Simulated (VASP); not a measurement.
The input files of a VASP run:

POSCAR:
```
Cs
1
   -2.9616384805     2.9616384805     2.9616384805
    2.9616384805    -2.9616384805     2.9616384805
    2.9616384805     2.9616384805    -2.9616384805
Cs
1
Direct
  0.0000000000   0.0000000000   0.0000000000
```

### KPOINTS
```
Automatic
0
Gamma
9 9 9
```

INCAR:
```
SYSTEM = Cs
PREC = Accurate
ENCUT = 520
EDIFF = 1E-7
NELM = 100
ALGO = Normal
LREAL = .FALSE.
LASPH = .TRUE.
ISMEAR = 1
SIGMA = 0.1
GGA = PE
IVDW = 12
LMAXMIX = 4
LWAVE = .FALSE.
LCHARG = .FALSE.
ISIF = 2
```

POTCAR, in this order: Cs_sv (PBE.64 set). Program: vasp_std.

Translate this PBE-D3(BJ) calculation to Ansatz.

One equivalent input (not run):
Ansatz 0.2 input:
```yaml
crystal:
  lattice:
    - [-2.9616385, 2.9616385, 2.9616385]
    - [2.9616385, -2.9616385, 2.9616385]
    - [2.9616385, 2.9616385, -2.9616385]
  atoms:
    - { symbol: Cs, position: [0.0000000, 0.0000000, 0.0000000] }
kpoints:
  mp_grid: { grid: [9, 9, 9] }
hamiltonian:
  xc: pbe
  dispersion: d3bj
  pseudopotentials: { kind: paw }
scf:
  occupations: { method: methfessel_paxton, width: 0.1 }
  max_iter: 100
output: { forces: true, stress: true, eigenvalues: true }
```
Limits of the translation: each code has its own PAW files, so the cut-off isn't converted (ENCUT is set for VASP's; basis.ecutwfc is left out, and Ansatz then takes the one that its files recommend); Ansatz stops its SCF on the density residual and VASP on the energy change (EDIFF).

The compound is Cs in the bcc structure. This cell is one point of a volume scan, at 0.94 of the reference volume.
